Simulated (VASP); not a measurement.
Output of a VASP run:

File OUTCAR:
```
 ion  position               nearest neighbor table
   1  0.000  0.263  0.667-   2 2.42   3 2.42
   2  0.737  0.737  0.000-   3 2.42   1 2.42
   3  0.263  0.000  0.333-   2 2.42   1 2.42
  LATTYP: Found a hexagonal cell.
 ALAT       =     3.7855312015
 C/A-ratio  =     1.3476046770
 Subroutine PRICEL returns:
 Original cell was already a primitive cell.
 Subroutine GETGRP returns: Found  6 space group operations
The static configuration has the point symmetry C_2 .
 The point group associated with its full space group is D_3 .
The dynamic configuration has the point symmetry C_2 .
 Subroutine INISYM returns: Found  6 space group operations
 Subroutine IBZKPT returns following result:
 Found     32 irreducible k-points:

 Following reciprocal coordinates:
            Coordinates               Weight
  0.000000  0.000000  0.000000      1.000000
  0.142857 -0.000000  0.000000      6.000000
  0.285714  0.000000  0.000000      6.000000
  0.428571  0.000000  0.000000      6.000000
  0.142857  0.142857  0.000000      6.000000
  0.285714  0.142857  0.000000     12.000000
  0.428571  0.142857  0.000000      6.000000
  0.285714  0.285714  0.000000      6.000000
  0.000000  0.000000  0.200000      2.000000
  0.142857 -0.000000  0.200000      6.000000
 -0.000000  0.142857  0.200000      6.000000
  0.285714  0.000000  0.200000      6.000000
  0.000000  0.285714  0.200000      6.000000
  0.428571  0.000000  0.200000      6.000000
  0.000000  0.428571  0.200000      6.000000
  0.142857  0.142857  0.200000     12.000000
  0.285714  0.142857  0.200000     12.000000
 -0.142857  0.428571  0.200000     12.000000
  0.428571  0.142857  0.200000     12.000000
  0.285714  0.285714  0.200000     12.000000
  0.000000  0.000000  0.400000      2.000000
  0.142857 -0.000000  0.400000      6.000000
 -0.000000  0.142857  0.400000      6.000000
  0.285714  0.000000  0.400000      6.000000
  0.000000  0.285714  0.400000      6.000000
  0.428571  0.000000  0.400000      6.000000
  0.000000  0.428571  0.400000      6.000000
  0.142857  0.142857  0.400000     12.000000
  0.285714  0.142857  0.400000     12.000000
 -0.142857  0.428571  0.400000     12.000000
  0.428571  0.142857  0.400000     12.000000
  0.285714  0.285714  0.400000     12.000000
   k-points           NKPTS =     32   k-points in BZ     NKDIM =     32   number of bands    NBANDS=     13
   number of dos      NEDOS =    301   number of ions     NIONS =      3
   total plane-waves  NPLWV =  31360
   dimension x,y,z NGX =    28 NGY =   28 NGZ =   40
   dimension x,y,z NGXF=    56 NGYF=   56 NGZF=   80
   ions per type =               3
   PREC   = accura    normal or accurate (medium, high low for compatibility)
   ISTART =      0    job   : 0-new  1-cont  2-samecut
   ICHARG =      2    charge: 1-file 2-atom 10-const
   ISPIN  =      1    spin polarized calculation?
   LNONCOLLINEAR =      F non collinear calculations
   LSORBIT =      F    spin-orbit coupling
   INIWAV =      1    electr: 0-lowe 1-rand  2-diag
   ENCUT  =  500.0 eV  36.75 Ry    6.06 a.u.   6.90  6.90  9.30*2*pi/ulx,y,z
   NELM   =    100;   NELMIN=  2; NELMDL= -5     # of ELM steps
   EDIFF  = 0.1E-05   stopping-criterion for ELM
   LREAL  =      F    real-space projection
   NLSPLINE    = F    spline interpolate recip. space projectors
   LMAXMIX     =    4 max onsite mixed and CHGCAR
   VOSKOWN=      0    Vosko Wilk Nusair interpolation
   EDIFFG = -.2E-01   stopping-criterion for IOM
   NSW    =     40    number of steps for IOM
   NBLOCK =      1;   KBLOCK =     40    inner block; outer block
   IBRION =      2    ionic relax: 0-MD 1-quasi-New 2-CG
   NFREE  =      1    steps in history (QN), initial steepest desc. (CG)
   ISIF   =      3    stress and relaxation
   ISYM   =      2    0-nonsym 1-usesym 2-fastsym
   TEIN   =    0.0    initial temperature
   TEBEG  =    0.0;   TEEND  =   0.0 temperature during run
...
```

OSZICAR:
```
...
DAV:   9    -0.423884375596E+02   -0.23716E+00   -0.93387E-02   857   0.251E+00    0.424E-01
DAV:  10    -0.424387413729E+02   -0.50304E-01   -0.58431E-02   857   0.242E+00    0.164E-01
DAV:  11    -0.424292922312E+02    0.94491E-02   -0.54640E-03   847   0.785E-01    0.134E-01
DAV:  12    -0.424379800618E+02   -0.86878E-02   -0.21567E-03   857   0.414E-01    0.447E-02
DAV:  13    -0.424446066384E+02   -0.66266E-02   -0.45050E-03   832   0.749E-01    0.522E-02
DAV:  14    -0.424445757012E+02    0.30937E-04   -0.11126E-04   902   0.910E-02    0.473E-02
DAV:  15    -0.424447348379E+02   -0.15914E-03   -0.95985E-05   842   0.842E-02    0.275E-02
DAV:  16    -0.424450151354E+02   -0.28030E-03   -0.18050E-04   837   0.115E-01    0.163E-02
DAV:  17    -0.424450128360E+02    0.22994E-05   -0.95077E-06   887   0.287E-02    0.108E-02
DAV:  18    -0.424450127894E+02    0.46538E-07   -0.51315E-08   476   0.220E-03
   1 F= -.38493503E+02 E0= -.38493503E+02  d E =-.384935E+02
       N       E                     dE             d eps       ncg     rms          rms(c)
DAV:   1    -0.424354325787E+02    0.95803E-02   -0.10886E-02   832   0.675E-01    0.995E-02
DAV:   2    -0.424352774750E+02    0.15510E-03   -0.38758E-04   947   0.144E-01    0.527E-02
DAV:   3    -0.424352229882E+02    0.54487E-04   -0.19585E-04   842   0.103E-01    0.124E-02
DAV:   4    -0.424352326721E+02   -0.96839E-05   -0.76977E-06   932   0.279E-02    0.967E-03
DAV:   5    -0.424352243728E+02    0.82993E-05   -0.64081E-06   837   0.265E-02    0.292E-03
DAV:   6    -0.424352366340E+02   -0.12261E-04   -0.42547E-06   832   0.207E-02    0.860E-04
DAV:   7    -0.424352358464E+02    0.78765E-06   -0.12746E-07   416   0.363E-03
   2 F= -.38493538E+02 E0= -.38493538E+02  d E =-.350580E-04
       N       E                     dE             d eps       ncg     rms          rms(c)
DAV:   1    -0.424396570900E+02   -0.44205E-02   -0.21615E-03   832   0.301E-01    0.420E-02
DAV:   2    -0.424396324695E+02    0.24621E-04   -0.69320E-05   962   0.610E-02    0.226E-02
DAV:   3    -0.424396282575E+02    0.42120E-05   -0.37680E-05   837   0.426E-02    0.532E-03
DAV:   4    -0.424396205525E+02    0.77050E-05   -0.13043E-06   607   0.118E-02    0.370E-03
DAV:   5    -0.424396302937E+02   -0.97412E-05   -0.12647E-06   471   0.116E-02    0.872E-04
DAV:   6    -0.424396191512E+02    0.11142E-04   -0.81830E-07   416   0.940E-03    0.353E-04
DAV:   7    -0.424396220944E+02   -0.29432E-05   -0.54866E-08   416   0.220E-03    0.353E-04
DAV:   8    -0.424396211629E+02    0.93149E-06   -0.82741E-09   416   0.961E-04
   3 F= -.38493558E+02 E0= -.38493558E+02  d E =-.551282E-04
       N       E                     dE             d eps       ncg     rms          rms(c)
DAV:   1    -0.424410349774E+02   -0.14129E-02   -0.56621E-03   837   0.479E-01    0.438E-02
DAV:   2    -0.424410192274E+02    0.15750E-04   -0.13754E-04   982   0.853E-02    0.217E-02
DAV:   3    -0.424410249399E+02   -0.57124E-05   -0.37824E-05   862   0.589E-02    0.659E-03
DAV:   4    -0.424410264424E+02   -0.15025E-05   -0.10145E-05   887   0.338E-02    0.276E-03
DAV:   5    -0.424410284486E+02   -0.20062E-05   -0.44611E-06   842   0.224E-02    0.166E-03
DAV:   6    -0.424410307008E+02   -0.22522E-05   -0.60893E-07   421   0.810E-03    0.543E-04
DAV:   7    -0.424410295104E+02    0.11904E-05   -0.19137E-07   416   0.425E-03    0.207E-04
DAV:   8    -0.424410301366E+02   -0.62624E-06   -0.82171E-08   416   0.309E-03
   4 F= -.38493648E+02 E0= -.38493648E+02  d E =-.893546E-04
```

### OUTCAR
```
------------------------ aborting loop because EDIFF is reached ----------------------------------------
  FORCE on cell =-STRESS in cart. coord.  units (eV):
  Direction    XX          YY          ZZ          XY          YZ          ZX
  --------------------------------------------------------------------------------------
  Total        3.9414290      3.9414289      3.9759365      0.0000000      0.0000000      0.0000000
  in kB       99.8491770     99.8491739    100.7233640      0.0000000      0.0000000      0.0000000
  external PRESSURE =       0.1405717 kB  Pullay stress =     100.0000000 kB
  volume of cell :       63.24
      direct lattice vectors                 reciprocal lattice vectors
     1.890400678 -3.274269969  0.000000000     0.264494192 -0.152705795  0.000000000
     1.890400678  3.274269969 -0.000000000     0.264494192  0.152705795 -0.000000000
     0.000000000  0.000000000  5.108830049     0.000000000  0.000000000  0.195739531
 POSITION                                       TOTAL-FORCE (eV/Angst)
 -----------------------------------------------------------------------------------
      2.38638     -2.41521      3.40589        -0.001499     -0.002597     -0.000000
      2.78884      0.00000      5.10883         0.002999     -0.000000      0.000000
      2.38638      2.41521      1.70294        -0.001499      0.002597      0.000000
 -----------------------------------------------------------------------------------
    total drift:                               -0.000245     -0.000424      0.000012
  FREE ENERGIE OF THE ION-ELECTRON SYSTEM (eV)
  ---------------------------------------------------
  free  energy   TOTEN  =       -42.4410301366 eV

  energy  without entropy=      -42.4410301366  energy(sigma->0) =      -42.44103014
  enthalpy is  TOTEN    =       -38.4936475760 eV   P V=        3.9473825606

 reached required accuracy - stopping structural energy minimisation
```
(Selected blocks of OUTCAR.)

File POSCAR:
```
Se
1
    1.8927656184    -3.2783661771     0.0000000000
    1.8927656184     3.2783661771    -0.0000000000
    0.0000000000     0.0000000000     5.1013995522
Se
3
Direct
  1.0000000000   0.2626204949   0.6666670000
  0.7373795051   0.7373795051   0.0000000000
  0.2626204949   1.0000000000   0.3333330000
```

Reconstruct the remaining input files.

This is not unique; one that fits is the input of the run itself, r2SCAN meta-GGA, plane waves, VASP's PBE PAW potentials (set 64).

**KPOINTS**
```
Automatic mesh
0
Gamma
7 7 5
0 0 0
```

### INCAR
```
SYSTEM = Se
PREC = Accurate
ENCUT = 500
EDIFF = 1E-6
NELM = 100
ALGO = Normal
LREAL = .FALSE.
LASPH = .TRUE.
ISMEAR = 0
SIGMA = 0.05
METAGGA = R2SCAN
LMIXTAU = .TRUE.
LMAXMIX = 4
LWAVE = .FALSE.
LCHARG = .FALSE.
IBRION = 2
ISIF = 3
NSW = 40
EDIFFG = -0.02
PSTRESS = 100
```

POTCAR, in this order: Se (PBE.64 set). Program: vasp_std.

The compound is Se in the trig structure. This run relaxes it under an external pressure of 10 GPa. Symmetry was kept, so distortions that lower it aren't found.
